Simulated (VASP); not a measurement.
Given:

```xyz
2
Lattice="0.0000 2.8431 2.8431 2.8431 0.0000 2.8431 2.8431 2.8431 0.0000" Properties=species:S:1:pos:R:3 pbc="T T T"
Ge     0.0000     0.0000     0.0000
Mo     2.8431     2.8431     2.8431
```

All values below come from PBE GGA, VASP's PBE PAW potentials (set 64) (plane waves; VASP). Numerical set-up: 300 eV cut-off, 5×5×5 Γ-centred mesh, Gaussian smearing of 0.10 eV, potentials Ge_d Mo_sv.

At this cut-off the stress carries a Pulay error, which pulls relaxed volumes low.

Give the stress tensor in GPa (positive for a compressed cell).

```
-24.33    0.00    0.00
  0.00  -24.33    0.00
  0.00    0.00  -24.33
```
The pressure is its mean diagonal, -24.33 GPa.

The structure was generated: GeMo was put into an ordered model structure, which need not be its known phase. The cell was not relaxed at this level. The k-mesh is coarse (spacing up to 0.38 per Å, 2π included), so the numbers may not be converged in it.
